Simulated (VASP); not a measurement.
Input of a VASP 6.6.1 run:

File INCAR:

```
SYSTEM = AlHSeF2
ALGO     = Normal         ! electronic algorithm
EDIFF    = 1E-6           ! SCF threshold, eV
ENCUT    = 520            ! plane-wave cutoff, eV
GGA      = PE             ! functional
ISIF     = 2              ! what is computed and relaxed
ISMEAR   = 0              ! smearing method
LASPH    = .True.         ! aspherical terms in the spheres
LCHARG   = .False.        ! write CHGCAR
LREAL    = .False.        ! projectors in reciprocal space
LWAVE    = .False.        ! write WAVECAR
NBANDS   = 20             ! bands
NELM     = 60             ! most SCF steps
PREC     = Accurate       ! precision mode
SIGMA    = 0.01           ! smearing width, eV
```

Contents of KPOINTS:

```
k-points
0
Gamma
  1 1 1
  0 0 0
```

The input POSCAR:

```
AlHSeF2
1.0
   12.0000000000      0.0000000000      0.0000000000
    0.0000000000     12.0000000000      0.0000000000
    0.0000000000      0.0000000000     13.0000000000
F Al Se H
2 1 1 1
Direct
    0.5740590000      0.4750490000      0.6412540000
    0.6035190000      0.4110740000      0.4381460000
    0.5336880000      0.4858740000      0.5196310000
    0.3943120000      0.5957750000      0.4685610000
    0.4115220000      0.5636000000      0.3602390000
```

Potentials or basis: VASP PAW PBE potentials, release 64 (F, Al, Se, H).

The run is started by

```bash
$ cat potpaw_PBE.64/F/POTCAR potpaw_PBE.64/Al/POTCAR potpaw_PBE.64/Se/POTCAR potpaw_PBE.64/H/POTCAR > POTCAR
$ mpirun -np 1 vasp_gam > vasp.out
```

What does it give for the gap between the frontier levels?

4.75 eV.

Estimate the largest force.

1.196 eV/Å.

Forces in eV/Å, atoms in the order of the input:
```
F   -0.142  0.120  0.060
F    0.573 -0.640 -0.832
Al   0.300 -0.077  0.899
Se  -0.827  0.704  0.002
H    0.095 -0.107 -0.128
```
